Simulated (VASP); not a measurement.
Here is the system:

```
KZnF3
1.0
    4.03080     0.00000     0.00000
    0.00000     4.03080     0.00000
    0.00000     0.00000     4.03080
K Zn F
1 1 3
Direct
  0.00000   0.00000   0.00000
  0.50000   0.50000   0.50000
  0.50000   0.00000   0.50000
  0.00000   0.50000   0.50000
  0.50000   0.50000   0.00000
```

All values below come from r2SCAN+rVV10, VASP's PBE PAW potentials (set 64) (plane waves; VASP). Numerical set-up: 520 eV cut-off, 6×6×6 Γ-centred mesh, tetrahedra with Blöchl corrections, potentials K_sv Zn F.

### Question
Give the energies of bands 9 to 22 at the high-symmetry points, in eV from the valence-band maximum.

### Answer

```tsv
band	Γ	X	M	R
9	-4.38	-4.24	-5.46	-5.46
10	-4.38	-4.24	-4.72	-5.46
11	-3.36	-3.90	-3.97	-4.45
12	-3.36	-3.90	-3.97	-4.45
13	-3.36	-3.35	-3.89	-4.45
14	-3.04	-3.12	-2.60	-1.98
15	-3.04	-3.04	-2.60	-1.98
16	-2.32	-2.54	-2.44	-1.98
17	-2.32	-2.27	-2.12	-1.72
18	-2.32	-2.27	-1.93	-1.72
19	-2.08	-1.85	-1.93	-1.72
20	-2.08	-1.85	-1.74	0.00
21	-2.08	-1.52	0.00	0.00
22	4.56	7.39	8.86	9.12
```

The gap is indirect, 4.56 eV, from the valence maximum at R to the conduction minimum at Γ.

The compound is KZnF3 in the cubic perovskite structure. It was relaxed first.
